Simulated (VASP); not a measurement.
Calculation: LDA (Ceperley-Alder, Perdew-Zunger), VASP's LDA PAW potentials (set 64) (plane waves; VASP).

The input files of a VASP run:

**INCAR**
```
SYSTEM = PtS2
PREC = Accurate
ENCUT = 500
EDIFF = 1E-6
NELM = 100
ALGO = Normal
LREAL = .FALSE.
LASPH = .TRUE.
ISMEAR = 1
SIGMA = 0.1
LMAXMIX = 6
LWAVE = .FALSE.
LCHARG = .FALSE.
IBRION = 2
ISIF = 3
NSW = 40
EDIFFG = -0.02
PSTRESS = 50
```

File POSCAR:
```
PtS2
1
    1.7797803868    -3.0826701278     0.0000000000
    1.7797803868     3.0826701278     0.0000000000
    0.0000000000     0.0000000000     4.5435810187
Pt S
1 2
Direct
  0.0000000000   0.0000000000   0.0000000000
  0.3333330000   0.6666670000   0.2615105611
  0.6666670000   0.3333330000   0.7384894389
```

### KPOINTS
```
Automatic mesh
0
Gamma
10 10 7
0 0 0
```

POTCAR, in this order: Pt S (LDA.64 set). Program: vasp_std.

Output of the run:

File OUTCAR:
```
 ion  position               nearest neighbor table
   1  0.000  0.000  0.000-   2 2.37   3 2.37   3 2.37   2 2.37   3 2.37   2 2.37
   2  0.333  0.667  0.262-   1 2.37   1 2.37   1 2.37
   3  0.667  0.333  0.738-   1 2.37   1 2.37   1 2.37
  LATTYP: Found a hexagonal cell.
 ALAT       =     3.5595608356
 C/A-ratio  =     1.2764442662
 Subroutine PRICEL returns:
 Original cell was already a primitive cell.
 Subroutine GETGRP returns: Found 12 space group operations
The static configuration has the point symmetry D_3d.
The dynamic configuration has the point symmetry D_3d.
 Subroutine INISYM returns: Found 12 space group operations
 Subroutine IBZKPT returns following result:
 Found     80 irreducible k-points:

 Following reciprocal coordinates:
            Coordinates               Weight
  0.000000  0.000000  0.000000      1.000000
  0.100000 -0.000000  0.000000      6.000000
  0.200000 -0.000000  0.000000      6.000000
  0.300000 -0.000000  0.000000      6.000000
  0.400000  0.000000  0.000000      6.000000
  0.500000  0.000000  0.000000      3.000000
  0.100000  0.100000  0.000000      6.000000
...
```

File OSZICAR:
```
...
DAV:   9    -0.182140361943E+02    0.48121E-02   -0.11243E-02  2869   0.115E+00    0.250E-01
DAV:  10    -0.182140607570E+02   -0.24563E-04   -0.13935E-03  2925   0.301E-01    0.860E-02
DAV:  11    -0.182140664864E+02   -0.57294E-05   -0.64839E-05  3016   0.856E-02    0.338E-02
DAV:  12    -0.182140630459E+02    0.34405E-05   -0.11736E-05  2813   0.380E-02    0.677E-03
DAV:  13    -0.182140629640E+02    0.81973E-07   -0.10586E-06  1564   0.889E-03
   1 F= -.16658165E+02 E0= -.16658075E+02  d E =-.166582E+02
       N       E                     dE             d eps       ncg     rms          rms(c)
DAV:   1    -0.188251931029E+02   -0.61113E+00   -0.15617E+01  2540   0.374E+01    0.731E+00
DAV:   2    -0.181699463573E+02    0.65525E+00   -0.25170E+00  2477   0.172E+01    0.356E+00
DAV:   3    -0.180800416551E+02    0.89905E-01   -0.18283E-01  2638   0.450E+00    0.122E+00
DAV:   4    -0.180598940579E+02    0.20148E-01   -0.11069E-01  2680   0.225E+00    0.705E-01
DAV:   5    -0.180598335336E+02    0.60524E-04   -0.22894E-03  3044   0.436E-01    0.489E-01
DAV:   6    -0.180599373347E+02   -0.10380E-03   -0.94917E-04  2820   0.210E-01    0.722E-02
DAV:   7    -0.180599088572E+02    0.28478E-04   -0.13201E-04  3002   0.108E-01    0.351E-02
DAV:   8    -0.180599082518E+02    0.60539E-06   -0.62222E-06  2869   0.197E-02
   2 F= -.16615793E+02 E0= -.16615665E+02  d E =0.423717E-01
       N       E                     dE             d eps       ncg     rms          rms(c)
DAV:   1    -0.184987975166E+02   -0.43889E+00   -0.61322E+00  2568   0.231E+01    0.390E+00
DAV:   2    -0.182434811063E+02    0.25532E+00   -0.10844E+00  2491   0.121E+01    0.280E+00
DAV:   3    -0.182032869662E+02    0.40194E-01   -0.78139E-02  2617   0.308E+00    0.128E+00
DAV:   4    -0.181934818528E+02    0.98051E-02   -0.61419E-02  2589   0.149E+00    0.454E-01
DAV:   5    -0.181933121167E+02    0.16974E-03   -0.25282E-03  2827   0.478E-01    0.310E-01
DAV:   6    -0.181933059103E+02    0.62064E-05   -0.68310E-04  2792   0.242E-01    0.462E-02
DAV:   7    -0.181933029140E+02    0.29963E-05   -0.50966E-05  3016   0.683E-02    0.233E-02
DAV:   8    -0.181933017008E+02    0.12132E-05   -0.23037E-06  2153   0.135E-02    0.558E-03
DAV:   9    -0.181933013422E+02    0.35865E-06   -0.17676E-06  1424   0.120E-02
   3 F= -.16679805E+02 E0= -.16679712E+02  d E =-.216404E-01
       N       E                     dE             d eps       ncg     rms          rms(c)
DAV:   1    -0.182090564127E+02   -0.15755E-01   -0.13068E+00  2400   0.819E+00    0.103E+00
DAV:   2    -0.181961717467E+02    0.12885E-01   -0.10701E-01  2589   0.334E+00    0.604E-01
DAV:   3    -0.181936642400E+02    0.25075E-02   -0.54460E-03  3009   0.785E-01    0.220E-01
DAV:   4    -0.181929692957E+02    0.69494E-03   -0.49150E-03  2505   0.442E-01    0.114E-01
DAV:   5    -0.181929635413E+02    0.57544E-05   -0.21731E-04  2869   0.110E-01    0.684E-02
DAV:   6    -0.181929645765E+02   -0.10352E-05   -0.22894E-05  2956   0.448E-02    0.334E-02
DAV:   7    -0.181929666459E+02   -0.20695E-05   -0.75093E-06  3037   0.231E-02    0.810E-03
DAV:   8    -0.181929663560E+02    0.28996E-06   -0.94778E-07  1298   0.959E-03
   4 F= -.16693700E+02 E0= -.16693541E+02  d E =-.138947E-01
       N       E                     dE             d eps       ncg     rms          rms(c)
DAV:   1    -0.183190461889E+02   -0.12608E+00   -0.11835E+01  2400   0.246E+01    0.309E+00
DAV:   2    -0.182007304096E+02    0.11832E+00   -0.99169E-01  2568   0.999E+00    0.173E+00
DAV:   3    -0.181776352853E+02    0.23095E-01   -0.52817E-02  3009   0.244E+00    0.575E-01
DAV:   4    -0.181720056028E+02    0.56297E-02   -0.36830E-02  2547   0.122E+00    0.330E-01
DAV:   5    -0.181720467452E+02   -0.41142E-04   -0.14478E-03  3044   0.309E-01    0.209E-01
DAV:   6    -0.181720663799E+02   -0.19635E-04   -0.21654E-04  2743   0.131E-01    0.843E-02
DAV:   7    -0.181720785299E+02   -0.12150E-04   -0.61474E-05  3093   0.637E-02    0.172E-02
DAV:   8    -0.181720764219E+02    0.21080E-05   -0.84287E-06  2883   0.258E-02    0.905E-03
DAV:   9    -0.181720764946E+02   -0.72643E-07   -0.76801E-07  1393   0.727E-03
   5 F= -.16715510E+02 E0= -.16715469E+02  d E =-.357051E-01
       N       E                     dE             d eps       ncg     rms          rms(c)
DAV:   1    -0.181697460909E+02    0.23303E-02   -0.63586E-02  2400   0.184E+00    0.228E-01
DAV:   2    -0.181691544564E+02    0.59163E-03   -0.51805E-03  2729   0.730E-01    0.133E-01
DAV:   3    -0.181690380588E+02    0.11640E-03   -0.25106E-04  3002   0.165E-01    0.517E-02
DAV:   4    -0.181690034794E+02    0.34579E-04   -0.24114E-04  2561   0.987E-02    0.243E-02
DAV:   5    -0.181690029040E+02    0.57544E-06   -0.10002E-05  2911   0.237E-02    0.152E-02
DAV:   6    -0.181690029418E+02   -0.37878E-07   -0.97640E-07  1536   0.922E-03
   6 F= -.16715576E+02 E0= -.16715561E+02  d E =-.357706E-01
       N       E                     dE             d eps       ncg     rms          rms(c)
DAV:   1    -0.181881656693E+02   -0.19163E-01   -0.41049E-01  2442   0.514E+00    0.802E-01
DAV:   2    -0.181811461254E+02    0.70195E-02   -0.21472E-02  2932   0.147E+00    0.376E-01
DAV:   3    -0.181797191149E+02    0.14270E-02   -0.36211E-03  2660   0.477E-01    0.160E-01
DAV:   4    -0.181794653233E+02    0.25379E-03   -0.12890E-03  2813   0.313E-01    0.818E-02
DAV:   5    -0.181794488066E+02    0.16517E-04   -0.46422E-05  3023   0.536E-02    0.408E-02
DAV:   6    -0.181794472343E+02    0.15722E-05   -0.16743E-05  3016   0.289E-02    0.884E-03
DAV:   7    -0.181794471502E+02    0.84110E-07   -0.68135E-07  1424   0.781E-03
   7 F= -.16715571E+02 E0= -.16715567E+02  d E =0.497926E-05
       N       E                     dE             d eps       ncg     rms          rms(c)
DAV:   1    -0.181771658458E+02    0.22814E-02   -0.10293E-01  2435   0.257E+00    0.408E-01
DAV:   2    -0.181754155514E+02    0.17503E-02   -0.53471E-03  2953   0.724E-01    0.183E-01
DAV:   3    -0.181750584203E+02    0.35713E-03   -0.91207E-04  2631   0.237E-01    0.772E-02
DAV:   4    -0.181749981535E+02    0.60267E-04   -0.30922E-04  2813   0.155E-01    0.403E-02
DAV:   5    -0.181749938452E+02    0.43082E-05   -0.11490E-05  3030   0.265E-02    0.203E-02
DAV:   6    -0.181749934490E+02    0.39623E-06   -0.40775E-06  2638   0.142E-02
   8 F= -.16716353E+02 E0= -.16716345E+02  d E =-.776814E-03
       N       E                     dE             d eps       ncg     rms          rms(c)
DAV:   1    -0.181760957169E+02   -0.11019E-02   -0.23046E-01  2435   0.370E+00    0.419E-01
DAV:   2    -0.181716742083E+02    0.44215E-02   -0.24208E-02  2883   0.151E+00    0.317E-01
DAV:   3    -0.181709991064E+02    0.67510E-03   -0.26419E-03  2848   0.512E-01    0.117E-01
DAV:   4    -0.181707814154E+02    0.21769E-03   -0.67875E-04  2743   0.178E-01    0.524E-02
DAV:   5    -0.181707664002E+02    0.15015E-04   -0.46442E-05  3191   0.622E-02    0.300E-02
DAV:   6    -0.181707649719E+02    0.14283E-05   -0.96367E-06  2820   0.265E-02    0.657E-03
DAV:   7    -0.181707649582E+02    0.13726E-07   -0.83921E-07  1452   0.684E-03
   9 F= -.16716756E+02 E0= -.16716742E+02  d E =-.402945E-03
       N       E                     dE             d eps       ncg     rms          rms(c)
DAV:   1    -0.181732186366E+02   -0.24537E-02   -0.28222E-02  2435   0.130E+00    0.147E-01
DAV:   2    -0.181726597783E+02    0.55886E-03   -0.30111E-03  2841   0.533E-01    0.112E-01
DAV:   3    -0.181725776091E+02    0.82169E-04   -0.32419E-04  2834   0.179E-01    0.412E-02
DAV:   4    -0.181725506215E+02    0.26988E-04   -0.84424E-05  2743   0.626E-02    0.183E-02
DAV:   5    -0.181725488912E+02    0.17303E-05   -0.55547E-06  3072   0.213E-02    0.105E-02
DAV:   6    -0.181725487058E+02    0.18537E-06   -0.11004E-06  1333   0.935E-03
  10 F= -.16716918E+02 E0= -.16716908E+02  d E =-.565016E-03
```

### OUTCAR
```
------------------------ aborting loop because EDIFF is reached ----------------------------------------
  FORCE on cell =-STRESS in cart. coord.  units (eV):
  Direction    XX          YY          ZZ          XY          YZ          ZX
  --------------------------------------------------------------------------------------
  Total        1.4604004      1.4604005      1.4661116      0.0000000      0.0000000      0.0000000
  in kB       50.1638214     50.1638245     50.3599964      0.0000000      0.0000000      0.0000000
  external PRESSURE =       0.2292141 kB  Pullay stress =      50.0000000 kB
  volume of cell :       46.64
      direct lattice vectors                 reciprocal lattice vectors
     1.770315128 -3.066275842  0.000000000     0.282435591 -0.163064260 -0.000000000
     1.770315128  3.066275842 -0.000000000     0.282435591  0.163064260  0.000000000
    -0.000000000 -0.000000000  4.296354561     0.000000000  0.000000000  0.232755464
 POSITION                                       TOTAL-FORCE (eV/Angst)
 -----------------------------------------------------------------------------------
      1.77032      3.06628     -0.00000        -0.000000      0.000000      0.000000
      1.77032      1.02209      1.18173         0.000000      0.000000     -0.003874
      1.77032     -1.02209      3.11462        -0.000000     -0.000000      0.003874
 -----------------------------------------------------------------------------------
    total drift:                                0.000000      0.000000      0.000000
  FREE ENERGIE OF THE ION-ELECTRON SYSTEM (eV)
  ---------------------------------------------------
  free  energy   TOTEN  =       -18.1725487058 eV

  energy  without entropy=      -18.1725211706  energy(sigma->0) =      -18.17253953
  enthalpy is  TOTEN    =       -16.7169175773 eV   P V=        1.4556311285

 reached required accuracy - stopping structural energy minimisation
```
(Selected blocks of OUTCAR.)

File CONTCAR:
```
PtS2
   1.00000000000000
     1.7703151280419749   -3.0662758420896168    0.0000000000000000
     1.7703151280419749    3.0662758420896168   -0.0000000000000000
    -0.0000000000000000   -0.0000000000000000    4.2963545609029365
  Pt              S
     1     2
Direct
     0.0000000000000000    1.0000000000000000    0.0000000000000000
     0.3333330000000032    0.6666669999999968    0.2750540202957800
     0.6666669999999968    0.3333330000000032    0.7249459797042201
```

Energy and stress use the plane-wave basis of the starting cell.

The compound is PtS2 in the 1T layered structure. This run relaxes it under an external pressure of 5 GPa. Symmetry was kept, so distortions that lower it aren't found.
